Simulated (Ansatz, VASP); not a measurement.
## Ta2Se: VASP beside Ansatz

Aim: how closely do two programs agree when they are given the same cell, functional and k mesh? The cell is taken from a series of runs on this material, whose earlier steps may have relaxed, scaled, displaced or heated it; both programs get it as it stands.

Program: Ansatz 0.2.0. Level of theory: plane waves, with VASP 6.6.1 beside it; relaxation of cell and atoms at PBEsol. Results are calculated unless marked as measured.

### Step 1. Starting point

It takes space group P4/nmm (No. 129, tetragonal). The conventional cell has a = 3.358 Å, b = 3.358 Å, c = 9.848 Å, α = 90.00°, β = 90.00°, γ = 90.00°. Nearest to Ta lie 4 Se at 2.66 Å and 4 Ta at 2.88 Å. Ta has 8 Ta at 2.81 to 2.88 Å and 1 Se at 2.83 Å nearest. Se has 5 Ta at 2.66 to 2.83 Å nearest. Farther neighbours and most contacts between anions are not listed.

As a file:

```cif
data_structure
_symmetry_space_group_name_H-M 'P4/nmm:1'
_symmetry_Int_Tables_number 129
_cell_length_a 3.3578
_cell_length_b 3.3578
_cell_length_c 9.8479
_cell_angle_alpha 90.000
_cell_angle_beta 90.000
_cell_angle_gamma 90.000
_cell_volume 111.03
loop_
_atom_site_label
_atom_site_type_symbol
_atom_site_symmetry_multiplicity
_atom_site_Wyckoff_symbol
_atom_site_fract_x
_atom_site_fract_y
_atom_site_fract_z
_atom_site_occupancy
Ta1 Ta 2 c 0.50000 0.00000 0.75858 1
Ta2 Ta 2 c 0.50000 0.00000 0.07615 1
Se1 Se 2 c 0.50000 0.00000 0.36358 1
```

### Step 2. VASP: relaxation of cell and atoms, PBEsol

The relaxed volume is the usual yardstick between codes: in a stiff, nearly cubic crystal its relative difference is about their pressure difference at one cell divided by the bulk modulus.

Lines of VASP's logs that name or quote its potential files are left out, and so is its time.

INCAR reads:

```
SYSTEM = Ta2Se
PREC = Accurate
ENCUT = 500
EDIFF = 1E-07
NELM = 120
ISMEAR = 1
SIGMA = 0.2
LREAL = .FALSE.
ALGO = Normal
GGA = PS
NBANDS = 34
LASPH = .TRUE.
LORBIT = 11
LWAVE = .FALSE.
LCHARG = .FALSE.
ISIF = 3
IBRION = 2
NSW = 80
EDIFFG = -0.005
GGA_COMPAT = .FALSE.
NELMIN = 4
KPAR = 2
```

POSCAR reads:

```
Ta2Se
1.0
    3.3577600000      0.0000000000      0.0000000000
    0.0000000000      3.3577600000      0.0000000000
    0.0000000000      0.0000000000      9.8478780000
Ta Se
4 2
Direct
    0.5000000000      0.0000000000      0.7585808841
    0.0000000000      0.5000000000      0.2414191159
    0.5000000000      0.0000000000      0.0761535632
    0.0000000000      0.5000000000      0.9238465383
    0.5000000000      0.0000000000      0.3635771077
    0.0000000000      0.5000000000      0.6364229939
```

KPOINTS reads:

```
Automatic mesh
0
Gamma
12 12 4
0 0 0
```

PAW data sets: Ta_pv and Se (PBE family, release 64).

Command:

```
$ mpirun -np 2 vasp_std
```

Numbers of over 12 decimals in the logs are rounded to 6 here.

What it wrote:

```text
[banner, memory and clock lines left out]
running    2 mpi-ranks, on    1 nodes
 distrk:  each k-point on    1 cores,    2 groups
 distr:  one band on    1 cores,    1 groups

 POSCAR found type information on POSCAR TaSe
 POSCAR found :  2 types and       6 ions
|                                                                             |
|               ----> ADVICE to this user running VASP <----                  |
|                                                                             |
|     You enforced a specific xc type in the INCAR file but a different       |
|     [... a line on the potential file left out ...]
|     I HOPE YOU KNOW WHAT YOU ARE DOING!                                     |
|                                                                             |

 LDA part: xc-table for (Slater+PW92), standard interpolation
 POSCAR, INCAR and KPOINTS ok, starting setup
 FFT: planning ... GRIDC
 FFT: planning ... GRID_SOFT
 FFT: planning ... GRID
 WAVECAR not read
 entering main loop
       N       E                     dE             d eps       ncg     rms          rms(c)
DAV:   1     0.506454363549E+03    0.50645E+03   -0.29999E+04  5720   0.159E+03
DAV:   2    -0.383907312163E+02   -0.54485E+03   -0.53602E+03  6528   0.448E+02
DAV:   3    -0.643346876354E+02   -0.25944E+02   -0.25584E+02  7304   0.839E+01
DAV:   4    -0.649260584108E+02   -0.59137E+00   -0.58595E+00  7240   0.120E+01
DAV:   5    -0.649418390577E+02   -0.15781E-01   -0.15741E-01  7732   0.158E+00    0.306E+01
DAV:   6    -0.619837733099E+02    0.29581E+01   -0.27475E+01  7616   0.311E+01    0.149E+01
DAV:   7    -0.615640296798E+02    0.41974E+00   -0.18417E+01  7696   0.164E+01    0.824E+00
DAV:   8    -0.607738455710E+02    0.79018E+00   -0.53802E+00  7454   0.139E+01    0.945E-01
DAV:   9    -0.607872493970E+02   -0.13404E-01   -0.27737E-01  6792   0.301E+00    0.503E-01
DAV:  10    -0.607869721315E+02    0.27727E-03   -0.12223E-02  7744   0.582E-01    0.206E-01
DAV:  11    -0.607865731912E+02    0.39894E-03   -0.22287E-03  7930   0.257E-01    0.664E-02
DAV:  12    -0.607865654085E+02    0.77827E-05   -0.23969E-04  7468   0.993E-02    0.242E-02
DAV:  13    -0.607865646592E+02    0.74932E-06   -0.30385E-05  7328   0.304E-02    0.673E-03
DAV:  14    -0.607865641926E+02    0.46659E-06   -0.45814E-06  7344   0.126E-02    0.295E-03
DAV:  15    -0.607865639404E+02    0.25218E-06   -0.32246E-07  5890   0.359E-03    0.935E-04
DAV:  16    -0.607865639173E+02    0.23122E-07   -0.26724E-08  3936   0.115E-03
   1 F= -.60786564E+02 E0= -.60786786E+02  d E =-.607866E+02
[...]
2 F= -.60786392E+02 E0= -.60786418E+02  d E =0.171699E-03
[...]
3 F= -.60786779E+02 E0= -.60786917E+02  d E =-.215294E-03
[...]
4 F= -.60786886E+02 E0= -.60786899E+02  d E =-.106966E-03
[...]
5 F= -.60786887E+02 E0= -.60786887E+02  d E =-.107751E-03
 curvature:  -0.59 expect dE=-0.690E-05 dE for cont linesearch -0.902E-08
 trial: gam= 0.04964 g(F)=  0.912E-05 g(S)=  0.260E-05 ort = 0.204E-05 (trialstep = 0.902E+00)
 search vector abs. value=  0.126E-04
 bond charge predicted
       N       E                     dE             d eps       ncg     rms          rms(c)
DAV:   1    -0.607868924968E+02   -0.55224E-05   -0.14245E-03  5818   0.230E-01    0.150E-02
DAV:   2    -0.607868930301E+02   -0.53332E-06   -0.81496E-05  6814   0.549E-02    0.792E-03
DAV:   3    -0.607868915326E+02    0.14975E-05   -0.51048E-06  7552   0.122E-02    0.348E-03
DAV:   4    -0.607868912992E+02    0.23335E-06   -0.16468E-06  7432   0.669E-03    0.200E-03
DAV:   5    -0.607868912533E+02    0.45931E-07   -0.36354E-07  5696   0.330E-03
   6 F= -.60786891E+02 E0= -.60786885E+02  d E =-.429074E-05
 trial-energy change:   -0.000004  1 .order   -0.000005   -0.000011    0.000001
 step:   0.7860(harm=  0.8072)  dis= 0.00028  next Energy=   -60.786891 (dE=-0.437E-05)
 reached required accuracy - stopping structural energy minimisation
```

Parts of OUTCAR (step 2):

```text
ion  position               nearest neighbor table
   1  0.500  0.000  0.759-   6 2.66   6 2.66   6 2.66   6 2.66   4 2.88   4 2.88   4 2.88   4 2.88
                             3 3.13
   2  0.000  0.500  0.241-   5 2.66   5 2.66   5 2.66   5 2.66   3 2.88   3 2.88   3 2.88   3 2.88
                             4 3.13
   3  0.500  0.000  0.076-   4 2.81   4 2.81   4 2.81   4 2.81   5 2.83   2 2.88   2 2.88   2 2.88
                             2 2.88   1 3.13
   4  0.000  0.500  0.924-   3 2.81   3 2.81   3 2.81   3 2.81   6 2.83   1 2.88   1 2.88   1 2.88
                             1 2.88   2 3.13
   5  0.500  0.000  0.364-   2 2.66   2 2.66   2 2.66   2 2.66   3 2.83
   6  0.000  0.500  0.636-   1 2.66   1 2.66   1 2.66   1 2.66   4 2.83

  LATTYP: Found a simple tetragonal cell.
 ALAT       =     3.3577600000
 C/A-ratio  =     2.9328713190

 Subroutine GETGRP returns: Found 16 space group operations
 (whereof  8 operations were pure point group operations)

The static configuration has the point symmetry D_2d.
 The point group associated with its full space group is D_4h.

 Found     84 irreducible k-points:

   k-points           NKPTS =     84   k-points in BZ     NKDIM =     84   number of bands    NBANDS=     34

   dimension x,y,z NGX =    24 NGY =   24 NGZ =   72
   dimension x,y,z NGXF=    48 NGYF=   48 NGZF=  144

   ENCUT  =  500.0 eV  36.75 Ry    6.06 a.u.   6.12  6.12 17.95*2*pi/ulx,y,z

   NELECT =      56.0000    total number of electrons

 k-points in reciprocal lattice and weights: Automatic mesh
   0.00000000  0.00000000  0.00000000       0.002
   0.08333333  0.00000000  0.00000000       0.007
   0.16666667  0.00000000  0.00000000       0.007
   0.25000000  0.00000000  0.00000000       0.007
   0.33333333  0.00000000  0.00000000       0.007
   0.41666667  0.00000000  0.00000000       0.007
   0.50000000  0.00000000  0.00000000       0.003
   0.08333333  0.08333333  0.00000000       0.007
   0.16666667  0.08333333  0.00000000       0.014
[...]
0.50000000  0.41666667  0.50000000       0.007
   0.50000000  0.50000000  0.50000000       0.002

 average (electrostatic) potential at core
       1 -36.5746       2 -36.5746       3 -35.6374       4 -35.6374       5 -53.0915
       6 -53.0915

 E-fermi :   6.3474

 k-point     1 :       0.0000    0.0000    0.0000
  band No.  band energies     occupation
    ...
     22       3.2630      2.00000
     23       3.7529      2.00000
     24       3.7529      2.00000
     25       5.0813      2.00000
     26       6.1663      2.02474
     27       6.5342     -0.03363
     28       6.5342     -0.03363
     29       6.7360     -0.01915
     30       6.7360     -0.01915
     31       7.0389     -0.00001
    ...

 k-point     2 :       0.0833    0.0000    0.0000
  band No.  band energies     occupation
    ...
     24       3.7982      2.00000
     25       5.2467      2.00000
     26       6.1636      2.02915
     27       6.2486      1.73360
     28       6.3527      0.95514
     29       6.4832      0.09551
     30       6.6038     -0.06998
     31       7.3121     -0.00000
     32       7.6147     -0.00000
     33       7.8943     -0.00000
    ...

 k-point     3 :       0.1667    0.0000    0.0000
  band No.  band energies     occupation
    ...
     24       4.0661      2.00000
     25       5.2715      2.00000
     26       5.5828      2.00000
     27       5.9091      2.00820
     28       6.1819      1.99345
     29       6.6741     -0.04308
     30       6.6758     -0.04228
     31       7.0029     -0.00004
     32       7.6186     -0.00000
     33       7.7733     -0.00000
    ...

  Total        0.0012637      0.0012637     -0.0029650      0.0000000      0.0000000     -0.0000000
  in kB        0.0182132      0.0182132     -0.0427333      0.0000000      0.0000000     -0.0000000
  external PRESSURE =      -0.0021023 kB  Pullay stress =       0.0000000 kB

  energy-cutoff  :      500.00
  volume of cell :      111.17
      direct lattice vectors                 reciprocal lattice vectors
     3.357969388  0.000000000  0.000000000     0.297799022  0.000000000 -0.000000000
     0.000000000  3.357969388  0.000000000     0.000000000  0.297799022  0.000000000
     0.000000000  0.000000000  9.858691517    -0.000000000  0.000000000  0.101433339

 POSITION                                       TOTAL-FORCE (eV/Angst)
 -----------------------------------------------------------------------------------
      1.67898      0.00000      7.48078         0.000000      0.000000      0.000267
      0.00000      1.67898      2.37791        -0.000000      0.000000     -0.000267
      1.67898      0.00000      0.75211         0.000000      0.000000      0.001009
      0.00000      1.67898      9.10659        -0.000000      0.000000     -0.001009
      1.67898      3.35797      3.58688        -0.000000      0.000000     -0.000199
      0.00000      1.67898      6.27181         0.000000      0.000000      0.000199
 -----------------------------------------------------------------------------------
    total drift:                                0.000000      0.000000     -0.000097

  FREE ENERGIE OF THE ION-ELECTRON SYSTEM (eV)
  ---------------------------------------------------
  free  energy   TOTEN  =       -60.7868912533 eV

  energy  without entropy=      -60.7868727823  energy(sigma->0) =      -60.78688510

 reached required accuracy - stopping structural energy minimisation

 total charge
# of ion       s       p       d       tot
------------------------------------------
    1        0.322   6.161   2.406   8.888
    2        0.322   6.161   2.406   8.888
    3        0.358   6.184   2.429   8.971
    4        0.358   6.184   2.429   8.971
    5        1.466   2.359   0.076   3.901
    6        1.466   2.359   0.076   3.901
--------------------------------------------------
tot          4.292  29.408   9.820  43.521

[... 3 further parts left out ...]
```

CONTCAR:

```
Ta2Se
   1.00000000000000
     3.3579693876753578    0.0000000000000000    0.0000000000000000
     0.0000000000000000    3.3579693876753578    0.0000000000000000
     0.0000000000000000    0.0000000000000000    9.8586915173759486
  Ta              Se
     4     2
Direct
     0.5000000000000000    0.0000000000000000    0.7588009770725224
     0.0000000000000000    0.5000000000000000    0.2411990229274777
     0.5000000000000000    0.0000000000000000    0.0762886514625667
     0.0000000000000000    0.5000000000000000    0.9237114500374328
     0.5000000000000000    1.0000000000000000    0.3638295684115078
     0.0000000000000000    0.5000000000000000    0.6361705331884934
```

[end of part 1 of 2]

[Lines on the potential files, build, host, timing and source positions are cut from VASP's logs without a mark.]

[Logs are printed without paths, hosts, clocks, repeated set-up lines and the standing remarks that a program may print on its own settings, such as how far it seeks lower states.]

[Hosts, paths, dates, database ids (printed as entryN), source tags and the programs' standing remarks are cut or masked in the printed files.]
